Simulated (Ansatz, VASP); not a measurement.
## Cross-check of Cu16CO (Cu(111)) between VASP and Ansatz

One calculation is typed for both programs; each brings its own data sets and cutoff. How far apart do they land?

Program: Ansatz 0.2.0. Level of theory: plane waves, with VASP 6.6.1 beside it; single point at PBE. Results are calculated unless marked as measured.

### Step 1. The starting structure

The cell holds 18 atoms: 16 Cu, 1 C and 1 O. Its edges and angles: a = 5.142 Å, b = 5.142 Å, c = 21.298 Å, α = 90.0°, β = 90.0°, γ = 60.0°. It derives from Cu. As first built, before any earlier steps moved the atoms: 1 CO over ontop sites of a 2 x 2 cell of Cu(111). Vacuum lies along c.

### Step 2. Ansatz: single point, PBE

Ansatz runs on its default PAW (the set named soft_2) files.

With cell and atoms fixed, the geometry can't cause a difference; cores, projectors, grids and the points listed under the comparison can.

Contents of input.yaml:

```yaml
crystal:
  lattice:
    - [5.1420389737, 0.0, 0.0]
    - [2.5710194868, 4.4531363784, 0.0]
    - [0.0, 0.0, 21.2976858615]
  atoms:
    - { symbol: Cu, position: [0.0, 0.0, 0.35215094] }
    - { symbol: Cu, position: [0.5, 0.0, 0.35215094] }
    - { symbol: Cu, position: [0.0, 0.5, 0.35215094] }
    - { symbol: Cu, position: [0.5, 0.5, 0.35215094] }
    - { symbol: Cu, position: [0.16666667, 0.16666667, 0.45071698] }
    - { symbol: Cu, position: [0.66666667, 0.16666667, 0.45071698] }
    - { symbol: Cu, position: [0.16666667, 0.66666667, 0.45071698] }
    - { symbol: Cu, position: [0.66666667, 0.66666667, 0.45071698] }
    - { symbol: Cu, position: [0.8351853611, 0.3296292679, 0.5477924771] }
    - { symbol: Cu, position: [0.33333333, 0.33333333, 0.5469812143] }
    - { symbol: Cu, position: [0.8351853611, 0.8351853611, 0.5477924771] }
    - { symbol: Cu, position: [0.3296292679, 0.8351853611, 0.5477924771] }
    - { symbol: Cu, position: [0.0, 0.0, 0.6493895387] }
    - { symbol: Cu, position: [0.4996354327, 0.0007291347, 0.6426442623] }
    - { symbol: Cu, position: [0.0007291347, 0.4996354327, 0.6426442623] }
    - { symbol: Cu, position: [0.4996354327, 0.4996354327, 0.6426442623] }
    - { symbol: C, position: [0.0, 0.0, 0.736380518] }
    - { symbol: O, position: [0.0, 0.0, 0.7907167643] }
hamiltonian:
  xc: pbe
  pseudopotentials: { kind: paw }
kpoints:
  mp_grid: { grid: [6, 6, 1] }
scf:
  occupations: { method: methfessel_paxton, width: 0.15 }
  n_extra_bands: 8
efield:
  axis: 3
  dipole_correction: true
  ramp_width: 0.04
output:
  forces: true
  eigenvalues: true
  write_density: true
  write_potential: true
  elf: true
  volumetric_format: npy
```

On the command line:

```sh
> ansatz run input.yaml --threads 8 --pin off --max-ram 18432MiB --backend cpu --events-out ev --progress --plain --runs-dir out
```

Numbers of over 12 decimals in the logs are rounded to 6 here.

What it wrote:

```text
scf.n_extra_bands = 8 over 157 filled bands (N_el = 314.0): the run solves 165 bands
Engine: ansatz 0.2.0, aarch64-unknown-linux-gnu
Pseudopotentials: kind: paw
Pseudopotential: Cu, paw, valence charge 19, recommended cutoff 420 eV (normal), Cu.paw.azcp
Pseudopotential: C, paw, valence charge 4, recommended cutoff 420 eV (normal), C.paw.azcp
Pseudopotential: O, paw, valence charge 6, recommended cutoff 420 eV (normal), O.paw.azcp
Functional definition: PBE
  parameter kappa = 0.804
  parameter beta = 0.066725
  exchange = pbe_x(kappa = kappa, mu = beta*pi^2/3)
  correlation = pbe_c(beta = beta)
Crystal: 18 atoms, lattice volume = 487.679 Å³
Basis set: ecut = 420 eV, 9605 PW (Γ), exchange–correlation on 72×72×288 points (8 copies of the dense FFT grid, shifted against one another)
Bands: 165, of which v1, the nominal top of the filled ones, is band 157 counted from 1 (156 counted from 0)
Symmetry: 6 space group operations
Space group: P3m1 (ITA 156), of the structure as read, at distance tolerance 7.9e-5 Å
k-points: 7 of 36 (time reversal used)
Non-local potential: Cu, projectors of the file, l = 0: 3, l = 1: 2, l = 2: 3, l = 3: 1
Non-local potential: C, projectors of the file, l = 0: 2, l = 1: 2, l = 2: 1
Non-local potential: O, projectors of the file, l = 0: 2, l = 1: 2, l = 2: 1
PAW form: soft (Blöchl's): semilocal exchange-correlation on the pseudo side does not see the compensation charge
PAW one-centre angular grid: Cu, 590 points (default); XC on 64 Gauss nodes
PAW one-centre angular grid: C, 110 points (default); XC on 64 Gauss nodes
PAW one-centre angular grid: O, 110 points (default); XC on 64 Gauss nodes
Initial density: superposition of atomic densities (neutral atoms: chi_scale 0, normalization atom), corrected by the library's trained network
Initial wavefunctions: pseudopotential atomic-orbital guess
Functional: x = pbe(κ = 0.804, μ = 0.219515), c = pbe(β = 0.066725)
SCF iter   1: F=—  HF=-106816.334672 eV  |F-HF|=—  |Δ(HF+E_count)|=         —  Δρ=4.53e-3  dr2=5.03e-1  ethr=1.77e-3  p=-0.103 e·Å  D=-3.82e-2 V/Å  ΔV_dip=0.81 eV  dr2_dipole=3.62e-1  V_vac-E_F(+/−)=5.46/4.65 eV  ⟨swp⟩=6.0  Hψ=4733  notcnv=0
efield: sawtooth ramp at fractional position 0.0514 (placed from the atoms, in the widest stretch of the axis that holds none; the zero of the levels goes with the place), width 0.0400; the density the first Hamiltonian is built on has a dipole p = -0.103 e·Å; the dipole correction subtracts the counter field D = -3.82e-2 V/Å, which shifts the + side's vacuum level by +0.81 eV against the − side's; the planar-averaged density in the ramp window peaks in size at 1.3e-4 e/Å³
preconditioner: auto → LDOS  [insulator: Δε(μ)=0.318 eV  Ē_g=4.791 eV  σ=0.150 eV  W_gap=0.75  n_scr=136 (ndim 8)  ℏωp=22.9 eV  f_vac=0.532  D(μ)=1.56/eV (n_scr^D=4)  ε∞_Penn≈23.9  β→1.0]
SCF iter   2: F=—  HF=-106816.534733 eV  |F-HF|=—  |Δ(HF+E_count)|=   2.00e-1  S|Δr|=    0.00e0  Δρ=1.20e-2  dr2=5.50e0  ethr=1.60e-4  p=0.082 e·Å  D=3.03e-2 V/Å  ΔV_dip=-0.64 eV  dr2_dipole=2.61e0  V_vac-E_F(+/−)=4.35/4.99 eV  ⟨swp⟩=2.0  Hψ=2166  notcnv=0  defer=6
SCF iter   3: F=—  HF=-106816.337971 eV  |F-HF|=—  |Δ(HF+E_count)|=   1.97e-1  S|Δr|=    0.00e0  Δρ=3.56e-3  dr2=3.57e-1  ethr=1.60e-4  p=0.018 e·Å  D=6.72e-3 V/Å  ΔV_dip=-0.14 eV  dr2_dipole=8.99e-2  V_vac-E_F(+/−)=4.72/4.86 eV  ⟨swp⟩=2.1  Hψ=2134  notcnv=0
SCF iter   4: F=—  HF=-106816.325540 eV  |F-HF|=—  |Δ(HF+E_count)|=   1.24e-2  S|Δr|=    0.00e0  Δρ=2.38e-3  dr2=2.30e-2  ethr=1.14e-4  p=0.001 e·Å  D=3.75e-4 V/Å  ΔV_dip=-0.01 eV  dr2_dipole=9.04e-6  V_vac-E_F(+/−)=4.81/4.82 eV  ⟨swp⟩=2.0  Hψ=1416  notcnv=0  defer=1
SCF iter   5: F=—  HF=-106816.322361 eV  |F-HF|=—  |Δ(HF+E_count)|=   3.18e-3  S|Δr|=    0.00e0  Δρ=4.96e-4  dr2=1.56e-3  ethr=7.32e-6  p=0.005 e·Å  D=1.83e-3 V/Å  ΔV_dip=-0.04 eV  dr2_dipole=2.15e-4  V_vac-E_F(+/−)=4.78/4.82 eV  ⟨swp⟩=2.0  Hψ=1839  notcnv=0  defer=1
SCF iter   6: F=—  HF=-106816.322172 eV  |F-HF|=—  |Δ(HF+E_count)|=   1.90e-4  S|Δr|=    0.00e0  Δρ=1.34e-4  dr2=6.67e-5  ethr=4.96e-7  p=0.008 e·Å  D=3.13e-3 V/Å  ΔV_dip=-0.07 eV  dr2_dipole=4.89e-10  V_vac-E_F(+/−)=4.77/4.83 eV  ⟨swp⟩=2.6  Hψ=1795  notcnv=0  defer=1
SCF iter   7: F=—  HF=-106816.322261 eV  |F-HF|=—  |Δ(HF+E_count)|=   8.91e-5  S|Δr|=    0.00e0  Δρ=1.47e-4  dr2=1.04e-4  ethr=2.12e-8  p=0.009 e·Å  D=3.50e-3 V/Å  ΔV_dip=-0.07 eV  dr2_dipole=9.79e-6  V_vac-E_F(+/−)=4.76/4.84 eV  ⟨swp⟩=2.6  Hψ=2301  notcnv=0
SCF iter   8: F=—  HF=-106816.322256 eV  |F-HF|=—  |Δ(HF+E_count)|=   4.93e-6  S|Δr|=    0.00e0  Δρ=4.83e-5  dr2=8.82e-6  ethr=2.12e-8  p=0.009 e·Å  D=3.51e-3 V/Å  ΔV_dip=-0.07 eV  dr2_dipole=8.65e-8  V_vac-E_F(+/−)=4.76/4.84 eV  ⟨swp⟩=2.0  Hψ=1781  notcnv=0
SCF iter   9: F=—  HF=-106816.322256 eV  |F-HF|=—  |Δ(HF+E_count)|=   4.63e-7  S|Δr|=    0.00e0  Δρ=2.60e-5  dr2=2.73e-6  ethr=2.81e-9  p=0.009 e·Å  D=3.51e-3 V/Å  ΔV_dip=-0.07 eV  dr2_dipole=1.12e-7  V_vac-E_F(+/−)=4.76/4.84 eV  ⟨swp⟩=2.1  Hψ=1879  notcnv=0
SCF iter  10: F=—  HF=-106816.322257 eV  |F-HF|=—  |Δ(HF+E_count)|=   3.18e-7  S|Δr|=    0.00e0  Δρ=1.20e-5  dr2=6.48e-7  ethr=8.71e-10  p=0.010 e·Å  D=3.53e-3 V/Å  ΔV_dip=-0.08 eV  dr2_dipole=2.09e-8  V_vac-E_F(+/−)=4.76/4.84 eV  ⟨swp⟩=2.0  Hψ=1851  notcnv=0
SCF iter  11: F=—  HF=-106816.322257 eV  |F-HF|=—  |Δ(HF+E_count)|=   2.24e-7  S|Δr|=    0.00e0  Δρ=5.26e-6  dr2=1.25e-7  ethr=2.07e-10  p=0.010 e·Å  D=3.53e-3 V/Å  ΔV_dip=-0.08 eV  dr2_dipole=1.25e-8  V_vac-E_F(+/−)=4.76/4.84 eV  ⟨swp⟩=2.0  Hψ=1785  notcnv=0
SCF iter  12: F=-106816.322257 eV  HF=-106816.322257 eV  |F-HF|=2.54e-8  |Δ(HF+E_count)|=   2.88e-7  S|Δr|=    0.00e0  Δρ=3.33e-6  dr2=6.73e-8  ethr=3.18e-11  p=0.010 e·Å  D=3.53e-3 V/Å  ΔV_dip=-0.08 eV  dr2_dipole=4.16e-9  V_vac-E_F(+/−)=4.76/4.84 eV  ⟨swp⟩=14.7  Hψ=9886  notcnv=0
WARN: efield: at this solve's end the planar-averaged density reaches 3.49e-5 e/Å³ inside the ramp window [0.0045, 0.1384] (bound 1e-5 e/Å³), and -2.41e-5 e/Å³ on another of its planes; by the running means of the window's planes the mean density over a ramp is at most 1.82e-5 e/Å³, which is held to the bound (the quickstart, § The vacuum guard, A window that rings); the window's nearer edge stands 4.55 Å from this s [...]
SCF 1 converged in 12 iterations: F = -106816.322257 eV  dr2 = 6.73e-8
  greatest PAW one-centre occupation: 1.000 electrons in one spin orbital (limit 2), on the Cu atom at site 14 (counted from 0), in its partial waves of l = 0
WARN: The output density's exchange-correlation potential varies sharply where the density is thin. Do not read a vacuum level from v_tot or v_xc, or from such a field of the output density. On a cell that repeats whose density bears no net charge and no dipole along the vacuum's axis use v_es (v_loc + v_h of the components); under efield.dipole_correction with no amplitude use v_es + v_field, which holds any externa [...]
SCF converged after 12 iterations
Stability not checked: this state was not tested for a lower state beside it, because cold or Methfessel-Paxton smearing, or corrected tetrahedra, fill the levels in a way that the test cannot read (fill_not_monotonic; see scf.lower_state_search)
Free energy (F): -106816.322257 eV
Harris-Foulkes:  -106816.322257 eV  (|F-HF|=2.54e-8)
Internal energy: -106816.340864 eV  (E = F + TS)
E sigma→0 (E₀):  -106816.326909 eV
Entropy (-TS):   0.018607 eV (1.034 meV/atom)
Fermi energy:    4.069324 eV
Dipole field:    D = 0.003473 V/Å  (p = 0.009361 e·Å, saw-weighted, corrected)
Work function:   Φ+ = 4.7653 eV   Φ− = 4.8392 eV
Levels:          The Fermi level and band energies are counted from a zero that moves with the ramp; work functions are not
Vacuum region:   at the solve's end the planar-averaged density reaches 3.49e-5 e/Å³ inside the ramp window [0.0045, 0.1384] (bound 1e-5 e/Å³), and -2.41e-5 e/Å³ on another of its planes; by the running means of the window's planes the mean density over a ramp is at most 1.82e-5 e/Å³, which is held to the bound (the quickstart, § The vacuum guard, A window that rings)
--- Per-component energies (eV) ---
  E_band       = -9631.351907
  E_kinetic    = 5048.242350
  E_local      = -556839.358421  (includes V_loc(G=0)·N_el)
  E_nonlocal   = 6329.633611
  E_hartree    = 272556.447344
  E_xc         = -1542.198339
  E_vxc        = -1985.405896  (∫ρ·V_xc dr)
  E_paw        = -26877.659129  (= ΣΔE_a)
  E_vpaw       = -7298.891386  (= ΣTr[D̂ρ^β])
  E_aug_tail   = 0.006680  (compensation charges beyond the density's cutoff)
  E_efield     = 0.000016  (sawtooth field / dipole correction)
  E_vefield    = 1.489627  (∫n·V_field dr)
  E_ewald      = 194508.545023
  E_smearing   = 0.018607  (= −TS)
  E_closure    = -0.000000  (closes the sum)
  Σ components = -106816.322257   (vs F -106816.322257, Δ=0.00e0)
--- Forces (eV/Å), atoms counted from 1 ---
  atom   1  Cu    -0.00000000     0.00000000     0.13644467
  atom   2  Cu    -0.00000000     0.02221337     0.07707825
  atom   3  Cu     0.01923734    -0.01110669     0.07707825
  atom   4  Cu    -0.01923734    -0.01110669     0.07707825
  atom   5  Cu     0.01352046     0.00780604    -0.13971830
  atom   6  Cu    -0.01352046     0.00780604    -0.13971830
  atom   7  Cu     0.00000000    -0.01561208    -0.13971830
  atom   8  Cu    -0.00000000     0.00000000     0.00930570
  atom   9  Cu     0.00000000    -0.01662558     0.02603774
  atom  10  Cu    -0.00000000    -0.00000000     0.01800840
  atom  11  Cu     0.01439818     0.00831279     0.02603774
  atom  12  Cu    -0.01439818     0.00831279     0.02603774
  atom  13  Cu     0.00000000     0.00000000     0.06238086
  atom  14  Cu     0.00000000    -0.00306064    -0.02990410
  atom  15  Cu    -0.00265059     0.00153032    -0.02990410
  atom  16  Cu     0.00265059     0.00153032    -0.02990410
  atom  17  C     -0.00000000     0.00000000     0.78926864
  atom  18  O      0.00000000     0.00000000    -0.81587251
  max |Σ_I F_I| component: 1.65e-5 eV/Å
--- Band table (eV; the first three rows and the last of 7) ---
  k-point 0: bands = [... 153 lower, 3.6814, 3.6814, 3.8102, 4.5491, 4.5491, 4.8229, 5.0453, 5.1508, ... 4 higher]
  k-point 1: bands = [... 153 lower, 3.3857, 3.7430, 3.8137, 3.8706, 4.3801, 4.4102, 4.6250, 5.2290, ... 4 higher]
  k-point 2: bands = [... 153 lower, 2.8826, 3.6626, 3.8974, 3.9070, 4.3454, 4.3526, 4.6303, 5.4051, ... 4 higher]
  k-point 6: bands = [... 153 lower, 2.5148, 2.7113, 3.3623, 3.3937, 3.9132, 5.1515, 5.1617, 6.3216, ... 4 higher]
```

The job ended after 27 s (8 threads of Arm Neoverse N1, shared host; peak memory 2.7 GiB; 3.4 min of CPU time).

In the SCF lines HF is the Harris–Foulkes energy and dr2 the Hartree energy of the density residual, in eV; the loop may stop once dr2 is under the threshold and the program's other checks hold. Hψ counts applications of the Hamiltonian.

(Part 1 of 2 ends here.)

[Lines on the potential files, build, host, timing and source positions are cut from VASP's logs without a mark.]

[Logs are printed without paths, hosts, clocks, repeated set-up lines and the standing remarks that a program may print on its own settings, such as how far it seeks lower states.]

[Hosts, paths, dates, database ids (printed as entryN), source tags and the programs' standing remarks are cut or masked in the printed files.]
